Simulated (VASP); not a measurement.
OSZICAR of a VASP run on ZnS (space group P6_3mc):

**OSZICAR**
```
       N       E                     dE             d eps       ncg     rms          rms(c)
DAV:   1     0.167436161458E+04    0.16744E+04   -0.82315E+04  1518   0.139E+03
DAV:   2     0.113335529600E+02   -0.16630E+04   -0.15896E+04  1510   0.374E+02
DAV:   3    -0.287979619120E+03   -0.29931E+03   -0.29051E+03  1657   0.148E+02
DAV:   4    -0.306541169278E+03   -0.18562E+02   -0.18424E+02  1717   0.384E+01
DAV:   5    -0.306914813827E+03   -0.37364E+00   -0.37269E+00  1756   0.550E+00    0.272E+01
DAV:   6    -0.290677698194E+03    0.16237E+02   -0.17682E+01  1981   0.449E+01    0.228E+01
DAV:   7    -0.279958599994E+03    0.10719E+02   -0.13159E+01  1668   0.104E+01    0.544E+00
DAV:   8    -0.292318034147E+03   -0.12359E+02   -0.13906E+00  1612   0.392E+00    0.346E+00
DAV:   9    -0.279076840834E+03    0.13241E+02   -0.15380E+00  1612   0.445E+00    0.229E+00
DAV:  10    -0.287290601347E+03   -0.82138E+01   -0.56116E-01  1604   0.316E+00    0.805E-01
DAV:  11    -0.286441304123E+03    0.84930E+00   -0.19217E-02  1924   0.118E+00    0.397E-01
DAV:  12    -0.285205254169E+03    0.12360E+01   -0.14394E-02  1668   0.898E-01    0.398E-01
DAV:  13    -0.284926860253E+03    0.27839E+00   -0.45926E-03  1900   0.704E-01    0.160E-01
DAV:  14    -0.284540527686E+03    0.38633E+00   -0.18405E-03  1716   0.195E-01    0.781E-02
DAV:  15    -0.284471405167E+03    0.69123E-01   -0.30886E-04  1692   0.629E-02    0.859E-02
DAV:  16    -0.284092360485E+03    0.37904E+00   -0.48822E-04  1604   0.100E-01    0.807E-02
DAV:  17    -0.283289206787E+03    0.80315E+00   -0.22324E-03  1596   0.204E-01    0.824E-02
DAV:  18    -0.281904077026E+03    0.13851E+01   -0.66744E-03  1580   0.340E-01    0.838E-02
DAV:  19    -0.282466586463E+03   -0.56251E+00   -0.13171E-03  1596   0.157E-01    0.103E-01
DAV:  20    -0.282327960693E+03    0.13863E+00   -0.59918E-05  1700   0.407E-02    0.926E-02
DAV:  21    -0.281309256588E+03    0.10187E+01   -0.44452E-03  1580   0.282E-01    0.148E-01
DAV:  22    -0.278331234529E+03    0.29780E+01   -0.43672E-02  1552   0.828E-01    0.267E-01
DAV:  23    -0.278340779800E+03   -0.95453E-02   -0.15733E-03  1692   0.118E-01    0.305E-01
DAV:  24    -0.278421168257E+03   -0.80388E-01   -0.35309E-05  1684   0.267E-02    0.308E-01
DAV:  25    -0.278456349054E+03   -0.35181E-01   -0.10361E-05  1684   0.132E-02    0.307E-01
DAV:  26    -0.277453701012E+03    0.10026E+01   -0.65930E-03  1559   0.316E-01    0.385E-01
DAV:  27    -0.277171531509E+03    0.28217E+00   -0.70528E-04  1580   0.895E-02    0.395E-01
DAV:  28    -0.276534428086E+03    0.63710E+00   -0.34447E-03  1559   0.213E-01    0.498E-01
DAV:  29    -0.276256535819E+03    0.27789E+00   -0.11297E-03  1605   0.103E-01    0.601E-01
DAV:  30    -0.276339019422E+03   -0.82484E-01   -0.17130E-04  1604   0.605E-02    0.569E-01
DAV:  31    -0.275665458205E+03    0.67356E+00   -0.38267E-03  1552   0.233E-01    0.582E-01
DAV:  32    -0.275806658228E+03   -0.14120E+00   -0.30641E-04  1566   0.674E-02    0.539E-01
DAV:  33    -0.274663658034E+03    0.11430E+01   -0.12232E-02  1552   0.405E-01    0.644E-01
DAV:  34    -0.274673862123E+03   -0.10204E-01   -0.51467E-04  1684   0.664E-02    0.680E-01
DAV:  35    -0.274354193326E+03    0.31967E+00   -0.11903E-03  1552   0.138E-01    0.665E-01
DAV:  36    -0.274135962011E+03    0.21823E+00   -0.49639E-04  1566   0.904E-02    0.639E-01
DAV:  37    -0.273949943809E+03    0.18602E+00   -0.37841E-04  1566   0.786E-02    0.635E-01
DAV:  38    -0.273652171550E+03    0.29777E+00   -0.10659E-03  1552   0.132E-01    0.661E-01
DAV:  39    -0.272556031579E+03    0.10961E+01   -0.14688E-02  1552   0.436E-01    0.691E-01
DAV:  40    -0.272332222225E+03    0.22381E+00   -0.97215E-04  1685   0.967E-02    0.695E-01
DAV:  41    -0.272322334984E+03    0.98872E-02   -0.17348E-05  1788   0.206E-02    0.692E-01
DAV:  42    -0.271116644212E+03    0.12057E+01   -0.20981E-02  1531   0.508E-01    0.760E-01
DAV:  43    -0.270871689117E+03    0.24496E+00   -0.23467E-03  1653   0.130E-01    0.851E-01
DAV:  44    -0.270859079326E+03    0.12610E-01   -0.10241E-04  1717   0.416E-02    0.863E-01
DAV:  45    -0.270897415257E+03   -0.38336E-01   -0.16245E-05  1588   0.158E-02    0.869E-01
DAV:  46    -0.270842602253E+03    0.54813E-01   -0.43001E-05  1573   0.248E-02    0.856E-01
DAV:  47    -0.270689364144E+03    0.15324E+00   -0.36308E-04  1559   0.750E-02    0.779E-01
DAV:  48    -0.270739192825E+03   -0.49829E-01   -0.10968E-04  1566   0.291E-02    0.742E-01
DAV:  49    -0.270746154732E+03   -0.69619E-02   -0.62313E-06  1468   0.789E-03    0.735E-01
DAV:  50    -0.270743158894E+03    0.29958E-02   -0.45842E-07   869   0.345E-03    0.736E-01
DAV:  51    -0.271877574362E+03   -0.11344E+01   -0.20772E-02  1524   0.510E-01    0.654E-01
DAV:  52    -0.269759872826E+03    0.21177E+01   -0.71575E-02  1510   0.928E-01    0.738E-01
DAV:  53    -0.269371972516E+03    0.38790E+00   -0.47789E-03  1591   0.205E-01    0.768E-01
DAV:  54    -0.269474326809E+03   -0.10235E+00   -0.42425E-04  1598   0.751E-02    0.768E-01
DAV:  55    -0.269008452554E+03    0.46587E+00   -0.39092E-03  1538   0.217E-01    0.750E-01
DAV:  56    -0.270980390545E+03   -0.19719E+01   -0.76306E-02  1510   0.918E-01    0.475E-01
DAV:  57    -0.269872080661E+03    0.11083E+01   -0.22115E-02  1510   0.522E-01    0.569E-01
DAV:  58    -0.268468212691E+03    0.14039E+01   -0.44428E-02  1510   0.666E-01    0.789E-01
DAV:  59    -0.267916269679E+03    0.55194E+00   -0.85283E-03  1547   0.273E-01    0.902E-01
DAV:  60    -0.267844218105E+03    0.72052E-01   -0.23760E-04  1812   0.525E-02    0.888E-01
DAV:  61    -0.273873236231E+03   -0.60290E+01   -0.54073E-01  1510   0.248E+00    0.766E-01
DAV:  62    -0.271004837346E+03    0.28684E+01   -0.10790E-01  1510   0.120E+00    0.714E-01
DAV:  63    -0.270297495291E+03    0.70734E+00   -0.11099E-02  1524   0.361E-01    0.746E-01
DAV:  64    -0.270139993573E+03    0.15750E+00   -0.78200E-04  1692   0.779E-02    0.781E-01
DAV:  65    -0.270142669394E+03   -0.26758E-02   -0.17488E-05  1708   0.147E-02    0.785E-01
DAV:  66    -0.274690911405E+03   -0.45482E+01   -0.27286E-01  1510   0.181E+00    0.555E-01
DAV:  67    -0.274120741350E+03    0.57017E+00   -0.89926E-03  1587   0.305E-01    0.377E-01
DAV:  68    -0.274092049802E+03    0.28692E-01   -0.12102E-04  1868   0.545E-02    0.387E-01
DAV:  69    -0.274082902589E+03    0.91472E-02   -0.10048E-05  1684   0.151E-02    0.373E-01
DAV:  70    -0.273895569854E+03    0.18733E+00   -0.37565E-04  1552   0.784E-02    0.351E-01
DAV:  71    -0.274002786957E+03   -0.10722E+00   -0.12035E-04  1566   0.455E-02    0.357E-01
DAV:  72    -0.274084240212E+03   -0.81453E-01   -0.83306E-05  1924   0.509E-02    0.339E-01
DAV:  73    -0.274083953695E+03    0.28652E-03   -0.17592E-05  2165   0.277E-02    0.321E-01
DAV:  74    -0.274094267292E+03   -0.10314E-01   -0.13794E-05  1708   0.162E-02    0.295E-01
DAV:  75    -0.274131168905E+03   -0.36902E-01   -0.28346E-05  1726   0.254E-02    0.270E-01
DAV:  76    -0.274376414056E+03   -0.24525E+00   -0.15334E-03  1603   0.147E-01    0.104E-01
DAV:  77    -0.274508181451E+03   -0.13177E+00   -0.47704E-04  1552   0.795E-02    0.937E-02
DAV:  78    -0.274593902251E+03   -0.85721E-01   -0.43959E-05  1789   0.841E-02    0.978E-02
DAV:  79    -0.274556290963E+03    0.37611E-01   -0.31385E-05  1780   0.470E-02    0.100E-01
DAV:  80    -0.274428403687E+03    0.12789E+00   -0.19656E-04  1546   0.732E-02    0.119E-01
DAV:  81    -0.274612764041E+03   -0.18436E+00   -0.32497E-04  1548   0.798E-02    0.121E-01
DAV:  82    -0.274571431606E+03    0.41332E-01   -0.56404E-05  1612   0.383E-02    0.106E-01
DAV:  83    -0.274466093485E+03    0.10534E+00   -0.10121E-04  1559   0.414E-02    0.104E-01
DAV:  84    -0.274036568082E+03    0.42953E+00   -0.19671E-03  1510   0.191E-01    0.155E-01
DAV:  85    -0.273435427171E+03    0.60114E+00   -0.43581E-03  1510   0.243E-01    0.190E-01
DAV:  86    -0.273039734697E+03    0.39569E+00   -0.17843E-03  1510   0.160E-01    0.154E-01
DAV:  87    -0.271889075779E+03    0.11507E+01   -0.17051E-02  1510   0.483E-01    0.166E-01
DAV:  88    -0.271460554587E+03    0.42852E+00   -0.30941E-03  1554   0.197E-01    0.156E-01
DAV:  89    -0.270692587130E+03    0.76797E+00   -0.89375E-03  1510   0.337E-01    0.163E-01
DAV:  90    -0.269019079936E+03    0.16735E+01   -0.49412E-02  1510   0.781E-01    0.175E-01
DAV:  91    -0.270449209088E+03   -0.14301E+01   -0.36816E-02  1510   0.695E-01    0.209E-01
DAV:  92    -0.269044075343E+03    0.14051E+01   -0.33270E-02  1510   0.650E-01    0.171E-01
DAV:  93    -0.268591178877E+03    0.45290E+00   -0.51624E-03  1569   0.233E-01    0.193E-01
DAV:  94    -0.268580758757E+03    0.10420E-01   -0.11181E-04  1773   0.267E-02    0.206E-01
DAV:  95    -0.268541520866E+03    0.39238E-01   -0.37061E-05  1606   0.204E-02    0.204E-01
DAV:  96    -0.269616467722E+03   -0.10749E+01   -0.21777E-02  1510   0.501E-01    0.199E-01
DAV:  97    -0.266854394858E+03    0.27621E+01   -0.15821E-01  1510   0.135E+00    0.227E-01
DAV:  98    -0.265789062057E+03    0.10653E+01   -0.35563E-02  1510   0.596E-01    0.305E-01
DAV:  99    -0.265431513373E+03    0.35755E+00   -0.41641E-03  1694   0.198E-01    0.326E-01
DAV: 100    -0.265286503222E+03    0.14501E+00   -0.64487E-04  1605   0.758E-02
   1 F= -.26528650E+03 E0= -.26528650E+03  d E =-.344658E-25
```

Which electronic solver shows in the log?

It is blocked Davidson (ALGO = Normal, or the opening steps of other solvers). The INCAR had ALGO = Normal.

Can the final energy be trusted as converged?

Convergence was not reached. It stopped with EDIFF = 1E-6, NELM = 100 (r2SCAN meta-GGA, plane waves, VASP's PBE PAW potentials (set 64)).

The structure comes from a computed database's ZnS entry; how it stands against other phases isn't given here. The cell was not relaxed at this level. The run is one of a series of settings (GGA removed, LMIXTAU = .TRUE., METAGGA = R2SCAN against the base run), some of them coarse on purpose.
